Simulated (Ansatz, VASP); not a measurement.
# HfC: VASP beside Ansatz, part 2 of 2

One calculation is typed for both programs; each brings its own data sets. How far apart do they land? The cell is taken from a series of runs on this material, whose earlier steps may have relaxed, scaled, displaced or heated it; both programs get it as it stands.

VASP 6.6.1 and Ansatz 0.2.0.

So far: Set-up; VASP: zone-centre phonons, LDA.

## Step 3: Ansatz: zone-centre phonons, LDA

Level of this step: Ansatz beside VASP: Kohn-Sham DFT, plane waves, LDA (Ansatz).

Ansatz runs on its PAW soft_1 files.

The same cell, functional (in two slightly different forms), mesh and smearing now go to Ansatz, which takes its cutoff from its data sets.

input.yaml

```yaml
crystal:
  lattice:
    - [0.0, 2.2727794986, 2.3778275019]
    - [2.2727794986, 0.0, 2.3778275019]
    - [2.2727794986, 2.2727794986, 0.0]
  atoms:
    - { symbol: C, position: [0.0, 0.0, 0.0] }
    - { symbol: Hf, position: [0.5, 0.5, 0.5] }
kpoints:
  mp_grid: { grid: [16, 16, 16] }
hamiltonian:
  xc: lda
  pseudopotentials: { kind: paw, azcp: { folder: soft_1 }, xc_functional: pbe }
scf:
  occupations: { method: methfessel_paxton, width: 0.2 }
output:
  eigenvalues: true
phonons:
  method: dfpt
```

Command:

```bash
$ ansatz run input.yaml --threads 4 --pin off --max-ram 10240MiB --backend cpu --events-out ev --progress --plain --runs-dir out
```

Numbers of over 12 decimals in the logs are rounded to 6 here.

What it wrote:

```text
zone centre: on kpoints.mp_grid the ground state, and the responses unless they are solved on pairs of k-points, stand on 621 of the mesh's 4096 k-points, reduced under 8 symmetry operations, with k and −k counted as one. Each operation leaves every solved displacement unchanged or reverses it
Engine: ansatz 0.2.0, aarch64-unknown-linux-gnu
Pseudopotentials: kind: paw
Pseudopotential: C, paw, valence charge 4, recommended cutoff 420 eV (normal), soft_1/C.paw.azcp
Pseudopotential: Hf, paw, valence charge 26, recommended cutoff 420 eV (normal), soft_1/Hf.paw.azcp
Functional definition: SPW92
  exchange = slater_x
  correlation = pw_c
Crystal: 2 atoms, lattice volume = 24.565 Å³
Basis set: ecut = 420 eV, 491 PW (Γ), exchange–correlation on 48×48×48 points (8 copies of the dense FFT grid, shifted against one another)
Bands: 19, of which v1, the nominal top of the filled ones, is band 15 counted from 1 (14 counted from 0)
Symmetry: 16 space group operations
k-points: 621 of 4096 (irreducible under 8 space group operations)
Non-local potential: C, projectors of the file, l = 0: 2, l = 1: 2, l = 2: 1
Non-local potential: Hf, projectors of the file, l = 0: 3, l = 1: 2, l = 2: 2, l = 3: 3
PAW form: soft (Blöchl's): semilocal exchange-correlation on the pseudo side does not see the compensation charge
PAW frozen core: C, regenerated for the run's functional, and the local potential with it (the file was generated under x = pbe(κ = 0.804, μ = 0.219515), c = pbe(β = 0.066725))
PAW frozen core: Hf, regenerated for the run's functional, and the local potential with it (the file was generated under x = pbe(κ = 0.804, μ = 0.219515), c = pbe(β = 0.066725))
PAW one-centre angular grid: C, 110 points (default); XC on 64 Gauss nodes
PAW one-centre angular grid: Hf, 590 points (default); XC on 64 Gauss nodes
Initial density: superposition of atomic densities (chi_scale 0.1, normalization cell, long waves kept (reshape's long-wave potential 0.00 eV rms))
Initial wavefunctions: pseudopotential atomic-orbital guess
Functional: x = slater, c = lda
SCF iter   1: F=—  HF=-15723.098347 eV  |F-HF|=—  |Δ(HF+E_count)|=         —  Δρ=8.99e-2  dr2=2.71e0  ethr=3.10e-3  ⟨swp⟩=4.9  Hψ=51477  notcnv=0
preconditioner: auto → Kerker (q_TF=auto, 2.821 Å⁻¹)  [metal: Δε(μ)=0.094 eV  Ē_g=17.668 eV  σ=0.200 eV  W_gap=0.38  n_scr=14 (ndim 8)  ℏωp=39.6 eV  f_vac=0.000  D(μ)=0.18/eV (n_scr^D=0)]
SCF iter   2: F=—  HF=-15722.526192 eV  |F-HF|=—  |Δ(HF+E_count)|=   5.72e-1  S|Δr|=    0.00e0  Δρ=3.25e-2  dr2=2.60e-1  ethr=3.10e-3  ⟨swp⟩=2.1  Hψ=20444  notcnv=0  defer=3
SCF iter   3: F=—  HF=-15722.465995 eV  |F-HF|=—  |Δ(HF+E_count)|=   6.02e-2  S|Δr|=    0.00e0  Δρ=1.41e-2  dr2=3.11e-2  ethr=8.67e-4  ⟨swp⟩=2.0  Hψ=20829  notcnv=0
SCF iter   4: F=—  HF=-15722.458175 eV  |F-HF|=—  |Δ(HF+E_count)|=   7.82e-3  S|Δr|=    0.00e0  Δρ=7.70e-3  dr2=7.53e-3  ethr=1.04e-4  ⟨swp⟩=2.1  Hψ=20954  notcnv=0
SCF iter   5: F=—  HF=-15722.457091 eV  |F-HF|=—  |Δ(HF+E_count)|=   1.08e-3  S|Δr|=    0.00e0  Δρ=1.57e-3  dr2=3.44e-4  ethr=2.51e-5  ⟨swp⟩=2.1  Hψ=18141  notcnv=0
SCF iter   6: F=—  HF=-15722.457004 eV  |F-HF|=—  |Δ(HF+E_count)|=   8.66e-5  S|Δr|=    0.00e0  Δρ=2.99e-4  dr2=2.08e-5  ethr=1.15e-6  ⟨swp⟩=2.6  Hψ=20987  notcnv=0
SCF iter   7: F=—  HF=-15722.457008 eV  |F-HF|=—  |Δ(HF+E_count)|=   3.76e-6  S|Δr|=    0.00e0  Δρ=8.19e-5  dr2=1.24e-6  ethr=6.94e-8  ⟨swp⟩=2.3  Hψ=21685  notcnv=0
SCF iter   8: F=—  HF=-15722.457008 eV  |F-HF|=—  |Δ(HF+E_count)|=   4.92e-7  S|Δr|=    0.00e0  Δρ=1.43e-5  dr2=2.70e-8  ethr=4.13e-9  ⟨swp⟩=2.4  Hψ=20720  notcnv=0
SCF iter   9: F=—  HF=-15722.457008 eV  |F-HF|=—  |Δ(HF+E_count)|=   2.65e-8  S|Δr|=    0.00e0  Δρ=2.69e-6  dr2=9.26e-10  ethr=9.02e-11  ⟨swp⟩=2.8  Hψ=23101  notcnv=0
SCF iter  10: F=—  HF=-15722.457008 eV  |F-HF|=—  |Δ(HF+E_count)|=  5.77e-10  S|Δr|=    0.00e0  Δρ=3.74e-7  dr2=2.53e-11  ethr=3.09e-12  ⟨swp⟩=3.3  Hψ=24848  notcnv=0
SCF iter  11: F=-15722.457008 eV  HF=-15722.457008 eV  |F-HF|=3.64e-12  |Δ(HF+E_count)|=  3.64e-12  S|Δr|=    0.00e0  Δρ=7.22e-8  dr2=6.65e-13  ethr=1.00e-12  ⟨swp⟩=4.3  Hψ=101846  notcnv=0
SCF 1 converged in 11 iterations: F = -15722.457008 eV  dr2 = 6.65e-13
  Residual-converged pass: ⟨swp⟩=1.2  Hψ=14584  notcnv=0  max |occ|·‖R‖ = 8.5e-9 eV (tolerance 1.0e-8 eV)  dr2=6.65e-13  dr2_onsite=9.66e-14  max |Δocc| = 3.0e-13
  greatest PAW one-centre occupation: 0.998 electrons in one spin orbital (limit 2), on the Hf atom at site 1 (counted from 0), in its partial waves of l = 3
DFPT response loops at Γ: preconditioner auto → Kerker (q_TF=auto, 2.821 Å⁻¹) (partly filled bands, converged f_vac=0.000); β = 1.00, the filter's whole step (`scf.mixing.beta` (0.50) is not read by the response loops under this deck's `scf.mixing.preconditioner`; to damp them name `kerker` or `kerker_dos`, under which they read `scf.mixing.beta`, and type it under 1.00, their step now; both keys bind the ground state too); Broyden in place of MSR1
SCF converged after 11 iterations
Stability not checked: this state was not tested for a lower state beside it, because cold or Methfessel-Paxton smearing, or corrected tetrahedra, fill the levels in a way that the test cannot read (fill_not_monotonic; see scf.lower_state_search)
Free energy (F): -15722.457008 eV
Harris-Foulkes:  -15722.457008 eV  (|F-HF|=3.64e-12)
Internal energy: -15722.457312 eV  (E = F + TS)
E sigma→0 (E₀):  -15722.457084 eV
Entropy (-TS):   0.000304 eV (0.152 meV/atom)
Fermi energy:    18.709825 eV
Step filling:    the computed levels leave a gap of 0.0000 eV = 0.0 smearing widths at the electron count; against every level under it full and every level over it empty, smearing changes F+E_penalty+E_count by +0.024 meV and its σ→0 estimate by -0.052 meV
--- Per-component energies (eV) ---
  E_band       = 70.656898
  E_kinetic    = 495.295002
  E_local      = -6181.741534  (includes V_loc(G=0)·N_el)
  E_nonlocal   = 99.245472
  E_hartree    = 3025.154210
  E_xc         = -312.272687
  E_vxc        = -314.337923  (∫ρ·V_xc dr)
  E_paw        = -7548.187183  (= ΣΔE_a)
  E_vpaw       = -78.112620  (= ΣTr[D̂ρ^β])
  E_aug_tail   = 0.000132  (compensation charges beyond the density's cutoff)
  E_ewald      = -5302.470645
  E_core_change = 2.519920  (= ΣΔE_core)
  E_smearing   = 0.000304  (= −TS)
  E_closure    = 0.000000  (closes the sum)
  Σ components = -15722.457008   (vs F -15722.457008, Δ=0.00e0)
--- Band table (eV; the first three rows and the last of 621) ---
  k-point 0: bands = [... 11 lower, 7.7779, 19.6277, 19.6619, 19.8683, 19.8683, 20.1528, 20.1528, 21.5943]
  k-point 1: bands = [... 11 lower, 7.7776, 18.9268, 19.0870, 19.3367, 20.1242, 20.3558, 20.6049, 22.1294]
  k-point 2: bands = [... 11 lower, 7.7775, 17.8773, 18.2680, 18.4956, 20.4801, 20.6709, 21.0262, 23.2147]
  k-point 620: bands = [... 11 lower, 8.2544, 15.8436, 16.8366, 18.8698, 18.8698, 24.0368, 25.4393, 25.4393]
--- Phonons (Γ-DFPT): 4 representative perturbations + reference, on 621 of 4096 k-points (Σ response iterations 12) ---
  k mesh reduced under 8 symmetry operations, with k and −k counted as one. Each operation leaves every solved displacement unchanged or reverses it
  ASR residual: 4.472e-5 → 0.000e0 eV/Å²; symmetrization residual: 1.148e-6 eV/Å²
  ASR residual per site (eV/Å²): 7.16e-6 4.47e-5
  Γ frequencies (cm⁻¹): 0.00 0.00 0.00 351.05 478.22 478.22
  non-analytic LO–TO correction: not included (Born effective charges unavailable; polar crystals: no LO–TO splitting at Γ)
```

## Step 4: Side by side

Known differences besides the potentials themselves: the data sets hold 30 valence electrons in Ansatz (on its PAW soft_1 files) and 14 in VASP; the cutoff is 420 eV in Ansatz and 600 eV in VASP; VASP's log shows a relativistic correction to its local exchange, Ansatz's none. Total energies have different zeros and are not compared.

The two programs side by side:

| quantity | Ansatz | VASP | difference |
| --- | --- | --- | --- |
| optical mode 1 (cm⁻¹) | 351.1 | 345.9 | +1.48 % |
| optical mode 2 to 3 (cm⁻¹) | 478.2 | 477.5 | +0.16 % |

Modes are paired by rising frequency, not by their patterns, so a pair may set unlike modes beside each other; they are those without the splitting of longitudinal modes.

## Step 5: What came out

* r.m.s. difference of the optical zone-centre modes, each program's sorted by frequency (zone-centre phonons, LDA): 3.0 cm⁻¹
* difference in optical mode 1 (zone-centre phonons, LDA): +1.5 %

In words: The r.m.s. difference of the optical zone-centre modes, each program's sorted by frequency is 3.0 cm⁻¹ (zone-centre phonons, LDA). The data sets hold unlike numbers of valence electrons (30 in Ansatz and 14 in VASP), so part of the differences comes from the potentials. Among the rows given in per cent, the largest difference of the zone-centre phonons, LDA pair is in optical mode 1, +1.5 %. How closely two codes agree says nothing of how well the functional describes the real material.

[Lines on the potential files, build, host, timing and source positions are cut from VASP's logs without a mark.]

[Logs are printed without paths, hosts, clocks, repeated set-up lines and the standing remarks that a program may print on its own settings, such as how far it seeks lower states.]

[Hosts, paths, dates, database ids (printed as entryN), source tags and the programs' standing remarks are cut or masked in the printed files.]
